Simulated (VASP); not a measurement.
```
HgS
1.0
    0.00000     2.91429     2.91429
    2.91429     0.00000     2.91429
    2.91429     2.91429     0.00000
Hg S
1 1
Cartesian
  0.00000   2.91429   2.91429
  1.45714   1.45714   1.45714
```

Level of theory: LDA (Ceperley-Alder, Perdew-Zunger), VASP's LDA PAW potentials (set 64) (plane waves; VASP). Numerical set-up: 400 eV cut-off, Gaussian smearing of 0.050 eV, potentials Hg S.

Task: Give the energies of bands 2 to 11 at the high-symmetry points, in eV from the Fermi level.

Result: 
| band | Γ | X | U | L | W |
|---|---|---|---|---|---|
| 2 | -7.25 | -7.13 | -7.00 | -7.04 | -6.91 |
| 3 | -7.25 | -6.60 | -6.72 | -7.04 | -6.75 |
| 4 | -7.25 | -6.60 | -6.52 | -6.23 | -6.45 |
| 5 | -6.31 | -6.14 | -6.23 | -6.23 | -6.38 |
| 6 | -6.31 | -5.87 | -5.65 | -5.89 | -5.49 |
| 7 | -0.61 | -5.00 | -5.25 | -5.71 | -5.30 |
| 8 | 0.00 | -2.43 | -3.01 | -1.02 | -2.96 |
| 9 | 0.00 | -2.43 | -1.96 | -1.02 | -2.43 |
| 10 | 0.00 | 3.13 | 3.23 | 1.45 | 3.81 |
| 11 | 5.86 | 3.17 | 4.54 | 6.61 | 5.12 |

It has no gap at this level: it comes out as a metal or semimetal.

The structure comes from a computed database's HgS entry (F-43m); how it stands against other phases isn't given here. It was relaxed first, which changed the volume by -5 %.
